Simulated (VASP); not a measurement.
Method: PBE GGA, VASP's PBE PAW potentials (set 64) (plane waves; VASP). Each cell was relaxed at this level, without spin-orbit coupling.

Problem. Which of these comes out without a gap?
(A) SrO, Fm-3m (225)
(B) AlN, P6_3mc (186)
(C) SiO2, P3_221 (154)
(D) Rh, Fm-3m (225)

Solution. D, Rh, Fm-3m (225). The others have gaps of 3.28 eV (SrO, Fm-3m (225)), 5.69 eV (SiO2, P3_221 (154)), 4.05 eV (AlN, P6_3mc (186)).
